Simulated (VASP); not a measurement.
Given:

```xyz
4
Lattice="3.5100 0.0000 0.0000 0.0000 3.5100 0.0000 0.0000 0.0000 3.5100" Properties=species:S:1:pos:R:3 pbc="T T T"
Si     0.0000     0.0000     0.0000
Ni     0.0000     1.7550     1.7550
Ni     1.7550     0.0000     1.7550
Ni     1.7550     1.7550     0.0000
```

Method: PBE GGA + U (Dudarev), VASP's PBE PAW potentials (set 64) (plane waves; VASP). Run with 400 eV cut-off, 8×8×8 Γ-centred mesh, first-order Methfessel-Paxton smearing of 0.10 eV, potentials Si Ni, U − J: Ni 3.00 eV.

Q: Give the stress tensor in GPa (positive for a compressed cell).

A: 
```
-8.35   0.00   0.00
 0.00  -8.35   0.00
 0.00   0.00  -8.35
```
The pressure is its mean diagonal, -8.35 GPa.

The compound is Ni3Si in the L1_2 structure. The cell was not relaxed at this level. The run is one of a series of settings (LDAU = .TRUE., LDAUJ = 0 0, LDAUL = -1 2, LDAUTYPE = 2, LDAUU = 0 3.0 against the base run), some of them coarse on purpose. The run is not spin-polarised, so no magnetic state was tried.
